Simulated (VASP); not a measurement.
# KPt (P-6m2) in VASP: a series of runs

Runs on KPt. Level: PBEsol. Tasks: single point.

Program: VASP 6.6.1. These are calculated values, not measurements. Logs are shortened: lines on timing, memory, paths and dates and some standing lists are left out, and cuts for length are marked.

## 1. The crystal as given

It takes space group P-6m2 (No. 187, hexagonal). The conventional cell has a = 3.001 Å, b = 3.001 Å, c = 5.346 Å, α = 90.00°, β = 90.00°, γ = 120.00°. Pt (site symmetry -6m2) is surrounded by 6 Pt at 3.00 Å and 6 K at 3.19 Å. K (site symmetry -6m2) has 6 K at 3.00 Å and 6 Pt at 3.19 Å as nearest neighbours.

The cell comes from a database or a generator and needn't be the stable form of this composition.

## 2. Single point, PBEsol

Input file INCAR:

```
SYSTEM = KPt
  ALGO = Normal
  EDIFF = 1E-7
  ENCUT = 500
  GGA = PS
  ISIF = 2
  ISMEAR = 0
  LASPH = .True.
  LCHARG = .True.
  LELF = .True.
  LREAL = .False.
  LVHAR = .True.
  LWAVE = .False.
  NELM = 100
  PREC = Accurate
  SIGMA = 0.02
```

Input file KPOINTS:

```
k-points
0
Gamma
  10 10 5
  0 0 0
```

Input file POSCAR:

```
KPt
3.0008
    1.000015755399      0.000000000000      0.000000000000
   -0.500007877699      0.866039048354      0.000000000000
    0.000000000000      0.000000000000      1.781384297521
Pt K
1 1
Direct
    0.6666666667      0.3333333333      0.0000000000
    0.0000000000      0.0000000000      0.5000000000
```

Potentials or basis: VASP PAW PBE potentials, release 64 (Pt, K_pv).

Launch:

```bash
> cat potpaw_PBE.64/Pt/POTCAR potpaw_PBE.64/K_pv/POTCAR > POTCAR
> mpirun -np 1 vasp_std > vasp.out
```

OUTCAR:

```text
SYSTEM = KPt
   EDIFF = 1E-7
   ENCUT = 500
   GGA = PS
   ISIF = 2
   ISMEAR = 0
   LASPH = .True.
   LREAL = .False.
   NELM = 100
   PREC = Accurate

 ion  position               nearest neighbor table
   1  0.667  0.333  0.000-   2 3.19   2 3.19   2 3.19   2 3.19   2 3.19   2 3.19   2 4.38   2 4.38
                             2 4.38   2 4.38   2 4.38   2 4.38
   2  0.000  0.000  0.500-   1 3.19   1 3.19   1 3.19   1 3.19   1 3.19   1 3.19   1 4.38   1 4.38
                             1 4.38   1 4.38   1 4.38   1 4.38

  LATTYP: Found a hexagonal cell.
 ALAT       =     3.0008472788
 C/A-ratio  =     1.7813562315

  Lattice vectors:

 A1 = (   3.0008472788,   0.0000000000,   0.0000000000)
 A2 = (  -1.5004236394,   2.5988099763,   0.0000000000)
 A3 = (   0.0000000000,   0.0000000000,   5.3455780000)

Analysis of symmetry for initial positions (statically):
=====================================================================
 Subroutine PRICEL returns:
 Original cell was already a primitive cell.

 Routine SETGRP: Setting up the symmetry group for a
 hexagonal supercell.

 Subroutine GETGRP returns: Found 12 space group operations
 (whereof 12 operations were pure point group operations)
 out of a pool of 24 trial point group operations.

The static configuration has the point symmetry D_3h.

Analysis of symmetry for dynamics (positions and initial velocities):
=====================================================================
 Subroutine PRICEL returns:
 Original cell was already a primitive cell.

 Routine SETGRP: Setting up the symmetry group for a
 hexagonal supercell.

 Subroutine GETGRP returns: Found 12 space group operations
 (whereof 12 operations were pure point group operations)
 out of a pool of 24 trial point group operations.

The dynamic configuration has the point symmetry D_3h.

 Subroutine INISYM returns: Found 12 space group operations
 (whereof 12 operations are pure point group operations),
 and found     1 'primitive' translations

----------------------------------------------------------------------------------------

                                     Primitive cell

  volume of cell :      41.6882

  direct lattice vectors                    reciprocal lattice vectors
     3.000847279  0.000000000  0.000000000     0.333239218  0.192395752  0.000000000
    -1.500423639  2.598809976  0.000000000     0.000000000  0.384791504  0.000000000
     0.000000000  0.000000000  5.345578000     0.000000000  0.000000000  0.187070509

  length of vectors
     3.000847279  3.000847279  5.345578000     0.384791504  0.384791504  0.187070509

  position of ions in fractional coordinates (direct lattice)
     0.666666667  0.333333333  0.000000000
     0.000000000  0.000000000  0.500000000

  ion indices of the primitive-cell ions
   primitive index   ion index
                 1           1
                 2           2

----------------------------------------------------------------------------------------

 KPOINTS: k-points

Automatic generation of k-mesh.
 Grid dimensions read from file:
 generate k-points for:   10   10    5

 Generating k-lattice:

  Cartesian coordinates                     Fractional coordinates (reciprocal lattice)
     0.033323922  0.019239575  0.000000000     0.100000000  0.000000000  0.000000000
     0.000000000  0.038479150  0.000000000     0.000000000  0.100000000  0.000000000
     0.000000000  0.000000000  0.037414102     0.000000000  0.000000000  0.200000000

  Length of vectors
     0.038479150  0.038479150  0.037414102

  Shift w.r.t. Gamma in fractional coordinates (k-lattice)
     0.000000000  0.000000000  0.000000000

 Subroutine IBZKPT returns following result:
 ===========================================

 Found     42 irreducible k-points:

 Following reciprocal coordinates:
            Coordinates               Weight
  0.000000  0.000000  0.000000      1.000000
  0.100000  0.000000  0.000000      6.000000
  0.200000  0.000000  0.000000      6.000000
  0.300000  0.000000  0.000000      6.000000
  0.400000  0.000000  0.000000      6.000000
  0.500000 -0.000000  0.000000      3.000000
[... 16 lines left out ...]
  0.300000  0.100000  0.200000     24.000000
  0.400000  0.100000  0.200000     24.000000
 [... further k-points ...]
   k-points           NKPTS =     42   k-points in BZ     NKDIM =     42   number of bands    NBANDS=     12
   number of dos      NEDOS =    301   number of ions     NIONS =      2
   total plane-waves  NPLWV =  23040
   dimension x,y,z NGX =    24 NGY =   24 NGZ =   40
   dimension x,y,z NGXF=    48 NGYF=   48 NGZF=   80
   ions per type =               1   1
   NGX,Y,Z   is equivalent  to a cutoff of  13.30, 13.30, 12.44 a.u.
   NGXF,Y,Z  is equivalent  to a cutoff of  26.59, 26.59, 24.88 a.u.
 SYSTEM =  KPt
   PREC   = accura    normal or accurate (medium, high low for compatibility)
   ISTART =      0    job   : 0-new  1-cont  2-samecut
   ICHARG =      2    charge: 1-file 2-atom 10-const
   ISPIN  =      1    spin polarized calculation?
   LNONCOLLINEAR =      F non collinear calculations
   LSORBIT =      F    spin-orbit coupling
   LASPH  =      T    aspherical Exc in radial PAW
   ENCUT  =  500.0 eV  36.75 Ry    6.06 a.u.   5.47  5.47  9.75*2*pi/ulx,y,z
   NELM   =    100;   NELMIN=  2; NELMDL= -5     # of ELM steps
   EDIFF  = 0.1E-06   stopping-criterion for ELM
   LREAL  =      F    real-space projection
   EDIFFG = 0.1E-05   stopping-criterion for IOM
   NSW    =      0    number of steps for IOM
   IBRION =     -1    ionic relax: 0-MD 1-quasi-New 2-CG
   NFREE  =      0    steps in history (QN), initial steepest desc. (CG)
   ISIF   =      2    stress and relaxation
   ISYM   =      2    0-nonsym 1-usesym 2-fastsym
   POTIM  = 0.5000    time-step for ionic-motion
   TEBEG  =    0.0;   TEEND  =   0.0 temperature during run
   PSTRESS=    0.0 pullay stress
   NELECT =      17.0000    total number of electrons
   NUPDOWN=      -1.0000    fix difference up-down
   EMIN   =  10.00;   EMAX   =-10.00  energy-range for DOS
   EFERMI =   0.00;   METHOD = LEGACY
   ISMEAR =     0;   SIGMA  =   0.02  broadening in eV -4-tet -1-fermi 0-gaus
   EFERMI_NEDOS =   21; number of points for ismear=-14 and -15
   IALGO  =     38    algorithm
   IMIX   =      4    mixing-type and parameters
     AMIX     =   0.40;   BMIX     =  1.00
     AMIX_MAG =   1.60;   BMIX_MAG =  1.00
  volume/ion in A,a.u.               =      20.84       140.66
  Fermi-wavevector in a.u.,A,eV,Ry     =   1.214004  2.294135 20.052343  1.473806
  Thomas-Fermi vector in A             =   2.349438
   LORBIT       =      0    0 simple, 1 ext, 2 COOP (PROOUT), +10 PAW based schemes
   GGA     = PS    functional components
   LHFCALC =     F    Hartree Fock is set to
   AEXX    =    0.0000 exact exchange contribution
   IVDW    =     0    specifies the selected vdW correction
   LEPSILON=     F    determine dielectric tensor
   LRPA    =     F    only Hartree local field effects (RPA)
 non-spin polarized calculation
 Gauss-broadening in eV      SIGMA  =   0.02
  energy-cutoff  :      500.00
  volume of cell :       41.69
 maximum number of plane-waves:      1087
 NGX is ok and might be reduce to    24
   NGX = 11   NGY = 11   NGZ = 19

 number of electron      17.0000000 magnetization

 Free energy of the ion-electron system (eV)
  ---------------------------------------------------
  ext. energy  EPLUGINS =         0.00000000
  ---------------------------------------------------
  free energy    TOTEN  =        -7.32970772 eV

  energy without entropy =       -7.32927483  energy(sigma->0) =       -7.32949127

 E-fermi :   3.3827     XC(G=0): -10.7423

 val. band max:        3.3631686612   @ k =   0.3000   0.1000   0.2000
 cond. band min:       3.4020390467   @ k =   0.3000   0.1000   0.4000
 fundamental gap:      0.0388703855
 Fermi energy:         3.3827406333

 k-point     1 :       0.0000    0.0000    0.0000
  band No.  band energies     occupation
      1     -11.9090      2.00000
      2     -11.0371      2.00000
      3     -11.0371      2.00000
      4      -3.0501      2.00000
      5       0.0918      2.00000
      6       1.0543      2.00000
      7       1.0543      2.00000
      8       2.4389      2.00000
      9       2.4389      2.00000
     10       5.0856      0.00000
     11       5.3397      0.00000
     12       9.3062      0.00000

 k-point     2 :       0.1000    0.0000    0.0000
  band No.  band energies     occupation
      1     -11.8638      2.00000
      2     -11.2892      2.00000
      3     -11.0856      2.00000
      4      -2.7365      2.00000
      5       0.2312      2.00000
      6       0.9293      2.00000
      7       1.2406      2.00000
      8       2.0881      2.00000
      9       2.3866      2.00000
     10       5.3282      0.00000
     11       5.6907      0.00000
     12       8.8311      0.00000

 k-point     3 :       0.2000    0.0000    0.0000
  band No.  band energies     occupation
      1     -11.9055      2.00000
      2     -11.7429      2.00000
      3     -11.2102      2.00000
      4      -1.8926      2.00000
      5       0.4700      2.00000
      6       0.7972      2.00000
      7       1.4034      2.00000
      8       1.7617      2.00000
      9       2.2525      2.00000
     10       5.6188      0.00000
     11       6.3767      0.00000
     12       8.2243      0.00000
[... 286 lines left out ...]
 k-point    23 :       0.3000    0.1000    0.2000
  band No.  band energies     occupation
      1     -12.8672      2.00000
      2     -11.5584      2.00000
      3     -11.5040      2.00000
      4      -0.6525      2.00000
      5       0.4212      2.00000
      6       0.9927      2.00000
      7       1.3967      2.00000
      8       1.9122      2.00000
      9       3.3632      1.83363
     10       5.4749      0.00000
     11       6.6067      0.00000
     12       8.8681      0.00000

 k-point    24 :       0.4000    0.1000    0.2000
  band No.  band energies     occupation
      1     -13.1971      2.00000
      2     -11.6669      2.00000
      3     -11.4071      2.00000
      4      -0.7375      2.00000
      5       0.1932      2.00000
      6       1.1812      2.00000
      7       1.7830      2.00000
      8       2.4619      2.00000
      9       4.4177      0.00000
     10       5.5308      0.00000
     11       6.3607      0.00000
     12       7.7055      0.00000

 [... further k-points ...]

------------------------ aborting loop because EDIFF is reached ----------------------------------------

  FORCE on cell =-STRESS in cart. coord.  units (eV):
  Direction    XX          YY          ZZ          XY          YZ          ZX
  --------------------------------------------------------------------------------------
  -------------------------------------------------------------------------------------
  Total       -0.8812978     -0.8812978     -0.2582086     -0.0000000      0.0000000      0.0000000
  in kB      -33.8703880    -33.8703880     -9.9235776     -0.0000000      0.0000000      0.0000000
  external PRESSURE =     -25.8881179 kB  Pullay stress =       0.0000000 kB

 VOLUME and BASIS-vectors are now :
 -----------------------------------------------------------------------------
  energy-cutoff  :      500.00
  volume of cell :       41.69
      direct lattice vectors                 reciprocal lattice vectors
     3.000847279  0.000000000  0.000000000     0.333239218  0.192395752  0.000000000
    -1.500423639  2.598809976  0.000000000     0.000000000  0.384791504  0.000000000
     0.000000000  0.000000000  5.345578000     0.000000000  0.000000000  0.187070509

 POSITION                                       TOTAL-FORCE (eV/Angst)
 -----------------------------------------------------------------------------------
      1.50042      0.86627      0.00000        -0.000000      0.000000      0.000000
      0.00000      0.00000      2.67279         0.000000     -0.000000      0.000000
 -----------------------------------------------------------------------------------
    total drift:                               -0.000000      0.000000      0.000000

  FREE ENERGIE OF THE ION-ELECTRON SYSTEM (eV)
  ---------------------------------------------------
  free  energy   TOTEN  =        -7.3297077184 eV

  energy  without entropy=       -7.3292748300  energy(sigma->0) =       -7.32949127
```

Run time: 11 s. Hardware: 1 thread of AMD EPYC 9R45 (Zen 5), shared host; peak memory 0.14 GiB.

What came out:

```
Free energy            : -7.3297 eV
Pressure               : -2.6 GPa
Band gap on the k mesh : none (metal or under the smearing width)
```

Stress tensor (GPa, compression positive):
```
-3.39  0.00  0.00
 0.00 -3.39  0.00
 0.00  0.00 -0.99
```

Caveat: the PAW data sets were made with another functional, which shifts forces and pressure a little. Spin-orbit coupling is left out, which matters for the levels of Pt.

## 3. Single point, PBEsol

Input file run.py:

```python
from ase.calculators.vasp import Vasp
from ase.dft.bandgap import bandgap
from ase.io import read

atoms = read('KPt.cif')
calc = Vasp(
    directory='calc',
    xc='pbesol',
    pp='PBE',
    setups='minimal',
    prec='Accurate',
    encut=500,
    ediff=1e-06,
    ismear=0,
    sigma=0.02,
    lreal=False,
    lasph=True,
    nelm=60,
    algo='Fast',
    isif=2,
    lwave=False,
    lcharg=False,
    kpts=[10, 10, 5],
    gamma=True,
)
atoms.calc = calc

print('energy (eV):', atoms.get_potential_energy())
print('free energy (eV):', atoms.get_potential_energy(force_consistent=True))
print('forces (eV/A):')
print(atoms.get_forces())
print('stress (eV/A^3, Voigt):', atoms.get_stress())
print('Fermi level (eV):', calc.get_fermi_level())
gap, top, bottom = bandgap(calc)
print('band gap (eV):', gap, 'from (spin, k, band)', top, 'to', bottom)
```

Input file KPt.cif:

```cif
data_KPt
_cell_length_a 3.00084728
_cell_length_b 3.00084728
_cell_length_c 5.34557800
_cell_angle_alpha 90.00000000
_cell_angle_beta 90.00000000
_cell_angle_gamma 120.00000000
_space_group_name_H-M_alt 'P1'
_space_group_name_Hall 'P 1'
_space_group_IT_number 1
loop_
_space_group_symop_operation_xyz
'x,y,z'
loop_
_atom_site_label
_atom_site_type_symbol
_atom_site_symmetry_multiplicity
_atom_site_Wyckoff_symbol
_atom_site_fract_x
_atom_site_fract_y
_atom_site_fract_z
_atom_site_occupancy
Pt1 Pt 1 a 0.6666666667 0.3333333333 0.0000000000 1
K1 K 1 a 0.0000000000 0.0000000000 0.5000000000 1
```

Potentials or basis: VASP PAW PBE potentials, release 64 (Pt, K_pv).

Launch:

```bash
> python run.py
```

Run time: 14 s. Hardware: 1 thread of AMD EPYC 9R45 (Zen 5), shared host; peak memory 0.14 GiB.

It converged, with:

* Free energy: -7.3297 eV
* Pressure: -2.6 GPa
* Band gap on the k mesh: none (metal or under the smearing width)

Stress tensor (GPa, compression positive):
```
-3.38  0.00  0.00
 0.00 -3.38  0.00
 0.00  0.00 -0.99
```

Levels at points of the mesh, in eV from the Fermi level:
| k point | band 5 | band 6 | band 7 | band 8 | band 9 | band 10 | band 11 | band 12 |
| --- | --- | --- | --- | --- | --- | --- | --- | --- |
| (0.00, 0.00, 0.00) | -3.29 | -2.33 | -2.33 | -0.94 | -0.94 | 1.70 | 1.96 | 5.92 |
| (0.50, 0.00, 0.00) | -3.20 | -2.17 | -1.46 | 0.09 | 0.49 | 1.91 | 2.37 | 3.60 |

Caveat: the PAW data sets were made with another functional, which shifts forces and pressure a little. The run has no spin-orbit coupling, so splittings on Pt are missing.

## 4. For comparison

An earlier run on the cell as given: functional PBE; potentials or basis VASP PAW PBE potentials, release 64 (Pt, K_sv); cutoff 520 eV; k mesh 10 × 10 × 5; occupations fermi-dirac, width 0.05 eV; no spin polarisation.

* Pressure: 0.5 GPa
* Band gap on the k mesh: none (metal or under the smearing width)
